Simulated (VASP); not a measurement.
Data:

```xyz
4
Lattice="1.2087 -2.0935 0.0000 1.2087 2.0935 0.0000 0.0000 0.0000 6.4510" Properties=species:S:1:pos:R:3 pbc="T T T"
C      0.0000     0.0000     1.6128
C      0.0000     0.0000     4.8383
C      1.2087     0.6978     1.6128
C      1.2087    -0.6978     4.8383
```

Calculation: optB86b-vdW, VASP's PBE PAW potentials (set 64) (plane waves; VASP 6.6.1). Numerical set-up: 520 eV cut-off, 10×10×4 Γ-centred mesh, Gaussian smearing of 0.050 eV, potentials C.

The ions and cell shape at fixed volume are relaxed. Which structure does the run end with?

```xyz
4
Lattice="1.2300 -2.1304 0.0000 1.2300 2.1304 0.0000 0.0000 0.0000 6.2294" Properties=species:S:1:pos:R:3 pbc="T T T"
C      0.0000     0.0000     1.5574
C      0.0000     0.0000     4.6721
C      1.2300     0.7101     1.5574
C      1.2300    -0.7101     4.6721
```
Space group P6_3/mmc (194), at a tolerance of 0.03 Å.

How much energy does the relaxation gain?

The energy (σ→0) changes by -24.0 meV/atom, in 3 ionic steps.

The compound is C in the graphite structure. This cell is one point of a volume scan, at 0.94 of the reference volume. Symmetry was kept, so distortions that lower it aren't found.
